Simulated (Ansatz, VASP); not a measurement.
## Cross-check of Zr2CSO (Zr2COS MXene bilayer, AA) between VASP and Ansatz

Wanted: the spread between two codes on one cell, functional and k mesh. Of the first pair: The structure shown is the start of the Ansatz relaxation below; VASP solves that cell, so the two are compared at the walk's first step.

Program: Ansatz 0.2.0. Level of theory: plane waves, with VASP 6.6.1 beside it; single point at LDA. Results are calculated unless marked as measured.

## 1. The structure

The cell holds 10 atoms: 2 S, 4 Zr, 2 C and 2 O. Its edges and angles: a = 3.289 Å, b = 3.289 Å, c = 59.223 Å, α = 90.0°, β = 90.0°, γ = 120.0°. Vacuum lies along c.

Coordinates:

```cif
data_structure
_symmetry_space_group_name_H-M 'P 1'
_symmetry_Int_Tables_number 1
_cell_length_a 3.2890
_cell_length_b 3.2890
_cell_length_c 59.2232
_cell_angle_alpha 90.000
_cell_angle_beta 90.000
_cell_angle_gamma 120.000
_cell_volume 554.82
loop_
_atom_site_label
_atom_site_type_symbol
_atom_site_fract_x
_atom_site_fract_y
_atom_site_fract_z
_atom_site_occupancy
S1 S 0.33333 0.66667 0.38076 1
S2 S 0.33333 0.66667 0.52491 1
Zr3 Zr 0.66667 0.33333 0.41137 1
Zr4 Zr 0.33333 0.66667 0.45519 1
Zr5 Zr 0.66667 0.33333 0.55551 1
Zr6 Zr 0.33333 0.66667 0.59933 1
C7 C 0.00000 0.00000 0.43328 1
C8 C 0.00000 0.00000 0.57742 1
O9 O 0.66667 0.33333 0.47509 1
O10 O 0.66667 0.33333 0.61924 1
```

## 2. Ansatz: relaxation, LDA

Ansatz runs on its default PAW (the set named soft_2) files.

The two programs are compared at the cell with which this relaxation starts, whose forces are those of its first step.

File input.yaml:

```yaml
crystal:
  lattice:
    - [3.289, 0.0, 0.0]
    - [-1.6445, 2.848357553, 0.0]
    - [0.0, 0.0, 59.2232453272]
  atoms:
    - { symbol: S, position: [0.3333333333, 0.6666666667, 0.3807626528] }
    - { symbol: Zr, position: [0.6666666667, 0.3333333333, 0.4113654589] }
    - { symbol: C, position: [0.0, 0.0, 0.4332783373] }
    - { symbol: Zr, position: [0.3333333333, 0.6666666667, 0.4551912157] }
    - { symbol: O, position: [0.6666666667, 0.3333333333, 0.4750942389] }
    - { symbol: S, position: [0.3333333333, 0.6666666667, 0.5249057611] }
    - { symbol: Zr, position: [0.6666666667, 0.3333333333, 0.5555085672] }
    - { symbol: C, position: [0.0, 0.0, 0.5774214456] }
    - { symbol: Zr, position: [0.3333333333, 0.6666666667, 0.599334324] }
    - { symbol: O, position: [0.6666666667, 0.3333333333, 0.6192373472] }
  periodic: [true, true, false]
kpoints:
  mp_grid: { grid: [12, 12, 1] }
hamiltonian:
  xc: lda
scf:
  occupations: { method: fermi_dirac, width: 0.05 }
  convergence: { dr2_threshold: 1.0e-09 }
relax:
  f_tol: 0.004
  max_steps: 90
  cell: {}
output:
  write_potential: true
  write_density: true
  volumetric_format: npy
```

Launch:

```console
ansatz run input.yaml --threads 4 --pin off --max-ram 6144MiB --backend cpu --events-out ev --progress --plain --runs-dir out
```

Numbers of over 12 decimals in the logs are rounded to 6 here.

The log of the run:

```text
Warning: relax.cell: scf.convergence.dr2_threshold = 1e-9 eV is looser than the 1.71841689075e-10 eV advised for a relaxation that steers and ends on the stress (1e-10 eV for each atom of the cell: 10, times the square of relax.cell.stress_2d_tol = 0.05 N/m over 24.1 Å (the atoms' height at the walk's start and 5 Å past either face), 2.073e-2 GPa, over a crystal's default 0.05). What an SCF threshold leaves in a stress goes as its square root, and in the free energy as the threshold itself, and one threshold admits the most on a small cell: [figures from the program's tests cut] Set scf.convergence.dr2_threshold to 1.71841689075e-10 eV or tighter. [rest of the remark cut]
Engine: ansatz 0.2.0, x86_64-unknown-linux-gnu
Pseudopotentials: kind: paw
Pseudopotential: S, paw, valence charge 6, recommended cutoff 420 eV (normal), S.paw.azcp
Pseudopotential: Zr, paw, valence charge 12, recommended cutoff 420 eV (normal), Zr.paw.azcp
Pseudopotential: C, paw, valence charge 4, recommended cutoff 420 eV (normal), C.paw.azcp
Pseudopotential: O, paw, valence charge 6, recommended cutoff 420 eV (normal), O.paw.azcp
Functional definition: SPW92
  exchange = slater_x
  correlation = pw_c
Crystal: 10 atoms, lattice volume = 554.818 Å³
Basis set: ecut = 420 eV, 11021 PW (Γ)
Bands: 50, of which v1, the nominal top of the filled ones, is band 40 counted from 1 (39 counted from 0)
Symmetry: 6 space group operations
Space group: P3m1 (ITA 156), of the structure as read, at distance tolerance 8.2e-5 Å
k-points: 19 of 144 (time reversal used)
Non-local potential: S, projectors of the file, l = 0: 2, l = 1: 2, l = 2: 2
Non-local potential: Zr, projectors of the file, l = 0: 3, l = 1: 2, l = 2: 2, l = 3: 2
Non-local potential: C, projectors of the file, l = 0: 2, l = 1: 2, l = 2: 1
Non-local potential: O, projectors of the file, l = 0: 2, l = 1: 2, l = 2: 1
PAW form: soft (Blöchl's): semilocal exchange-correlation on the pseudo side does not see the compensation charge
PAW frozen core: S, regenerated for the run's functional, and the local potential with it (the file was generated under x = pbe(κ = 0.804, μ = 0.219515), c = pbe(β = 0.066725))
PAW frozen core: Zr, regenerated for the run's functional, and the local potential with it (the file was generated under x = pbe(κ = 0.804, μ = 0.219515), c = pbe(β = 0.066725))
PAW frozen core: C, regenerated for the run's functional, and the local potential with it (the file was generated under x = pbe(κ = 0.804, μ = 0.219515), c = pbe(β = 0.066725))
PAW frozen core: O, regenerated for the run's functional, and the local potential with it (the file was generated under x = pbe(κ = 0.804, μ = 0.219515), c = pbe(β = 0.066725))
PAW one-centre angular grid: S, 110 points (default); XC on 64 Gauss nodes
PAW one-centre angular grid: Zr, 590 points (default); XC on 64 Gauss nodes
PAW one-centre angular grid: C, 110 points (default); XC on 64 Gauss nodes
PAW one-centre angular grid: O, 110 points (default); XC on 64 Gauss nodes
Initial density: superposition of atomic densities (neutral atoms: chi_scale 0, normalization atom), corrected by the library's trained network
Initial wavefunctions: pseudopotential atomic-orbital guess
Functional: x = slater, c = lda
SCF iter   1: F=—  HF=-19656.496785 eV  |F-HF|=—  |Δ(HF+E_count)|=         —  Δρ=1.05e-2  dr2=4.79e1  ethr=1.77e-3  ⟨swp⟩=11.8  Hψ=6108  notcnv=0  defer=29
preconditioner: auto → LDOS  [metal: Δε(μ)=0.055 eV  Ē_g=7.968 eV  σ=0.050 eV  W_gap=0.27  n_scr=36 (ndim 8)  ℏωp=10.9 eV  f_vac=0.708  D(μ)=2.16/eV (n_scr^D=14)  β→1.0]
SCF iter   2: F=—  HF=-19656.221446 eV  |F-HF|=—  |Δ(HF+E_count)|=   2.75e-1  Δρ=8.55e-3  dr2=7.62e0  ethr=1.77e-3  ⟨swp⟩=3.3  Hψ=1788  notcnv=0  defer=54
SCF iter   3: F=—  HF=-19656.064025 eV  |F-HF|=—  |Δ(HF+E_count)|=   1.57e-1  Δρ=2.22e-3  dr2=5.02e-1  ethr=1.77e-3  ⟨swp⟩=3.0  Hψ=1731  notcnv=0  defer=54
SCF iter   4: F=—  HF=-19656.052860 eV  |F-HF|=—  |Δ(HF+E_count)|=   1.12e-2  Δρ=4.90e-4  dr2=2.51e-2  ethr=6.28e-4  ⟨swp⟩=1.8  Hψ=1276  notcnv=0  defer=55
SCF iter   5: F=—  HF=-19656.053203 eV  |F-HF|=—  |Δ(HF+E_count)|=   3.43e-4  Δρ=2.28e-4  dr2=6.11e-3  ethr=3.14e-5  ⟨swp⟩=2.8  Hψ=1480  notcnv=0  defer=64
SCF iter   6: F=—  HF=-19656.053192 eV  |F-HF|=—  |Δ(HF+E_count)|=   1.05e-5  Δρ=1.18e-4  dr2=2.51e-4  ethr=7.64e-6  ⟨swp⟩=1.8  Hψ=1137  notcnv=0  defer=64
[...]
SCF iter   2: F=—  HF=-19657.754327 eV  |F-HF|=—  |Δ(HF+E_count)|=   1.16e-4  Δρ=1.71e-6  dr2=3.14e-8  ethr=3.31e-11  ⟨swp⟩=5.7  Hψ=3702  notcnv=0
SCF iter   3: F=—  HF=-19657.754327 eV  |F-HF|=—  |Δ(HF+E_count)|=  9.06e-10  Δρ=1.50e-6  dr2=3.91e-8  ethr=3.31e-11  ⟨swp⟩=3.2  Hψ=1792  notcnv=0
SCF iter   4: F=—  HF=-19657.754327 eV  |F-HF|=—  |Δ(HF+E_count)|=   6.70e-8  Δρ=5.88e-7  dr2=4.16e-9  ethr=3.31e-11  ⟨swp⟩=2.3  Hψ=1352  notcnv=0
SCF iter   5: F=-19657.754327 eV  HF=-19657.754327 eV  |F-HF|=2.26e-10  |Δ(HF+E_count)|=   6.05e-8  Δρ=1.12e-7  dr2=1.96e-10  ethr=1.25e-12  ⟨swp⟩=15.8  Hψ=8788  notcnv=0
SCF 14 converged in 5 iterations: F = -19657.754327 eV  dr2 = 1.96e-10
relax step  14: F+E_penalty+E_count = -19657.75432705 eV  Δ(F+E_penalty+E_count) = -2.061e-4 eV  max|allowed force component| = 3.842e-3 eV/Å  Δτ_max = 0.0000 Å  P = -0.020 N/m  Ω = 572.294 Å³  fix = [c, alpha, beta]  reactions: c -0.000 N/m  stress off target by 2.02e-2 N/m on what of the cell is left free  SCF on the basis re-selected at this cell (its energy is not comparable with the rows above)  (5 SCF iters)
basis re-selected at this cell: Δ(F+E_penalty+E_count) = -2.061e-4 eV, ΔP = +0.001 N/m vs the last step (what re-selecting the basis moved, of the pressure what is left beyond the Pulay correction that the steps carried, after the strain that the cell walked since its last selection, with what the two solves' SCF thresholds leave and, on support functions, any second-order correction that the steps lacked; it is no m [...]
WARN: The output density's exchange-correlation potential varies sharply where the density is thin. Do not read a vacuum level from v_tot or v_xc, or from such a field of the output density. On a cell that repeats whose density bears no net charge and no dipole along the vacuum's axis use v_es (v_loc + v_h of the components); under efield.dipole_correction with no amplitude use v_es + v_field, which holds any externa [...]
SCF converged after 5 iterations
Free energy (F): -19657.754327 eV
Harris-Foulkes:  -19657.754327 eV  (|F-HF|=2.26e-10)
Internal energy: -19657.745246 eV  (E = F + TS)
E sigma→0 (E₀):  -19657.749787 eV
Entropy (-TS):   -0.009081 eV (-0.908 meV/atom)
Fermi energy:    -5.776808 eV
--- Per-component energies (eV) ---
  E_band       = -1765.483259
  E_kinetic    = 2086.531630
  E_local      = -605137.851838  (includes V_loc(G=0)·N_el)
  E_nonlocal   = 540.403872
  E_hartree    = 301213.680464
  E_xc         = -1083.024724
  E_vxc        = -1253.561371  (∫ρ·V_xc dr)
  E_paw        = -13007.978435  (= ΣΔE_a)
  E_vpaw       = -428.372414  (= ΣTr[D̂ρ^β])
  E_aug_tail   = 0.005073  (compensation charges beyond the density's cutoff)
  E_ewald      = 295728.381205
  E_core_change = 2.107507  (= ΣΔE_core)
  E_smearing   = -0.009081  (= −TS)
  E_closure    = 0.000000  (closes the sum)
  Σ components = -19657.754327   (vs F -19657.754327, Δ=0.00e0)
--- Forces (eV/Å), atoms counted from 1 ---
  atom   1  S      0.00000000    -0.00000000     0.00210210
  atom   2  Zr    -0.00000000     0.00000000    -0.00233136
  atom   3  C      0.00000000     0.00000000    -0.00054795
  atom   4  Zr     0.00000000     0.00000000     0.00392054
  atom   5  O      0.00000000     0.00000000    -0.00175330
  atom   6  S      0.00000000    -0.00000000     0.00110318
  atom   7  Zr     0.00000000     0.00000000    -0.00258284
  atom   8  C      0.00000000    -0.00000000     0.00000001
  atom   9  Zr     0.00000000     0.00000000     0.00298001
  atom  10  O      0.00000000     0.00000000    -0.00210970
  max |Σ_I F_I| component: 7.81e-4 eV/Å
--- 2D stress c σ (N/m, compression-positive) ---
       -0.020154       0.000000       0.000000
        0.000000      -0.020154      -0.000000
        0.000000      -0.000000      -0.000000
  P = ½ c Tr σ = -0.0202 N/m
--- Band table (eV; the first three rows and the last of 19) ---
  k-point 0: bands = [... 36 lower, -5.7509, -5.7509, -5.1226, -5.1226, -4.6509, -4.6509, -4.4161, -4.1197, ... 6 higher]
  k-point 1: bands = [... 36 lower, -6.3008, -6.0906, -5.7655, -5.4919, -4.7638, -4.3021, -4.2374, -4.0356, ... 6 higher]
  k-point 2: bands = [... 36 lower, -6.7198, -6.5439, -6.1461, -5.9689, -5.1541, -4.5351, -3.8438, -3.5336, ... 6 higher]
  k-point 18: bands = [... 36 lower, -8.0136, -7.9653, -7.6441, -7.3197, -4.0762, -3.8366, -3.6346, -3.0197, ... 6 higher]
  the weakly bound empty levels are not read free of the cell's end (no_gap_told)
--- Relaxed structure (12 steps of the walk, 11 accepted, 2 SCFs on fresh bases) ---
  F+E_penalty+E_count = -19657.75432705 eV   max|allowed force component| = 3.842e-3 eV/Å   (the final SCF, on the basis selected at the relaxed cell)
  cell:  # Å, volume = 572.2945 Å³
    - [3.340399, 0, 0]
    - [-1.670200, 2.892871, 0]
    - [0, 0, 59.2232453272]
  atoms:
    - { symbol: S, position: [0.333333, 0.666667, 0.393439] }
    - { symbol: Zr, position: [0.666667, 0.333333, 0.420708] }
    - { symbol: C, position: [2.0403615220026722e-17, 0, 0.442117] }
    - { symbol: Zr, position: [0.333333, 0.666667, 0.466460] }
    - { symbol: O, position: [0.666667, 0.333333, 0.479046] }
    - { symbol: S, position: [0.333333, 0.666667, 0.518928] }
    - { symbol: Zr, position: [0.666667, 0.333333, 0.546146] }
    - { symbol: C, position: [-2.1891466325036872e-17, 0, 0.567938] }
    - { symbol: Zr, position: [0.333333, 0.666667, 0.591361] }
    - { symbol: O, position: [0.666667, 0.333333, 0.605955] }
```

[end of part 1 of 2]

[Lines on the potential files, build, host, timing and source positions are cut from VASP's logs without a mark.]

[Logs are printed without paths, hosts, clocks, repeated set-up lines and the standing remarks that a program may print on its own settings, such as how far it seeks lower states.]

[Hosts, paths, dates, database ids (printed as entryN), source tags and the programs' standing remarks are cut or masked in the printed files.]
